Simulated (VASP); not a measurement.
Data:

```yaml
crystal:
  lattice:
    - [0.00000, 2.97072, 2.97072]
    - [2.97072, 0.00000, 2.97072]
    - [2.97072, 2.97072, 0.00000]
  atoms:
    - { symbol: Al, position: [0.25000, 0.25000, 0.25000] }
    - { symbol: Al, position: [0.75000, 0.75000, 0.75000] }
    - { symbol: Pt, position: [0.00000, 0.00000, 0.00000] }
```

All values below come from optB88-vdW, VASP's PBE PAW potentials (set 64) (plane waves; VASP). Run with 520 eV cut-off, 10×10×10 Γ-centred mesh, tetrahedra with Blöchl corrections, potentials Al Pt.

Unless said otherwise, spin-orbit coupling is left out, though it shifts the bands of the heavy elements here.

Problem. Tabulate the total density of states (states/eV per cell) against energy (eV; zero at the valence-band maximum or, without a gap, the Fermi level).

Solution. 
(E (eV), DOS (states/eV)): (-9.96, 0.11); (-9.74, 0.20); (-9.63, 0.22); (-9.41, 0.28); (-9.30, 0.31); (-9.08, 0.36); (-8.97, 0.38); (-8.75, 0.44); (-8.64, 0.46); (-8.41, 0.52); (-8.30, 0.55); (-8.08, 0.64); (-7.97, 0.70); (-7.75, 0.89); (-7.64, 0.84); (-7.42, 0.76); (-7.20, 0.74); (-7.09, 0.70); (-6.87, 0.62); (-6.76, 0.60); (-6.54, 0.61); (-6.42, 0.57); (-6.20, 0.21); (-6.09, 0.13); (-5.87, 4.31); (-5.76, 2.27); (-5.54, 1.38); (-5.43, 1.19); (-5.21, 1.01); (-5.10, 1.16); (-4.88, 4.07); (-4.76, 8.65); (-4.54, 3.05); (-4.32, 3.80); (-4.21, 2.08); (-3.99, 4.00); (-3.88, 6.17); (-3.66, 3.99); (-3.55, 8.91); (-3.33, 2.07); (-3.22, 2.23); (-3.00, 1.88); (-2.88, 1.69); (-2.66, 0.85); (-2.55, 0.70); (-2.33, 0.67); (-2.22, 0.70); (-2.00, 0.93); (-1.78, 1.03); (-1.67, 1.05); (-1.45, 0.93); (-1.34, 0.96); (-1.11, 1.05); (-1.00, 1.12); (-0.78, 1.38); (-0.67, 1.40); (-0.45, 1.30); (-0.34, 1.29); (-0.12, 1.28); (-0.01, 1.25); (0.21, 1.20); (0.32, 1.17); (0.54, 1.15); (0.65, 1.13); (0.88, 1.03); (1.10, 0.81); (1.21, 0.68); (1.43, 0.57); (1.54, 0.52); (1.76, 0.43); (1.87, 0.40); (2.09, 0.35); (2.20, 0.33); (2.42, 0.28); (2.54, 0.25); (2.76, 0.17); (2.87, 0.16); (3.09, 0.65); (3.20, 1.04); (3.42, 1.96)
Within 2 eV below the Fermi level the largest weight inside VASP's projection spheres is Pt d, then Pt p.

The compound is PtAl2 in the fluorite structure. It was relaxed first.
